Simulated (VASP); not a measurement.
Here is the system:

```
AuZn
1.0
    3.19681     0.00000     0.00000
    0.00000     3.09254     0.00000
    0.00000     0.00000     3.20341
Zn Au
1 1
Cartesian
  1.59841   1.54627   1.60171
  0.08038   0.00000   0.00000
```

Level of theory: PBE GGA + U (Dudarev), VASP's PBE PAW potentials (set 64) (plane waves; VASP 6.6.1). Run with 400 eV cut-off, 10×11×10 Γ-centred mesh, first-order Methfessel-Paxton smearing of 0.10 eV, potentials Zn Au, U − J: Zn 2.00 eV.

Give the force on each atom (eV/Å).

```json
[
 {"atom": "Zn1", "Fx": "0.272", "Fy": "0.000", "Fz": "0.000"},
 {"atom": "Au2", "Fx": "-0.272", "Fy": "0.000", "Fz": "0.000"}
]
```

Give the stress tensor in GPa (positive for a compressed cell).

```
1.62  0.00  0.00
0.00  2.17  0.00
0.00  0.00  1.66
```
The pressure is its mean diagonal, 1.82 GPa.

The compound is AuZn in the CsCl type structure. The cell was not relaxed at this level, atoms are displaced from their ideal sites. The run is one of a series of settings (LDAU = .TRUE., LDAUJ = 0 0, LDAUL = 2 -1, LDAUTYPE = 2, LDAUU = 2.0 0 against the base run), some of them coarse on purpose. The electron count is odd and the run is not spin-polarised, which forces a metal.
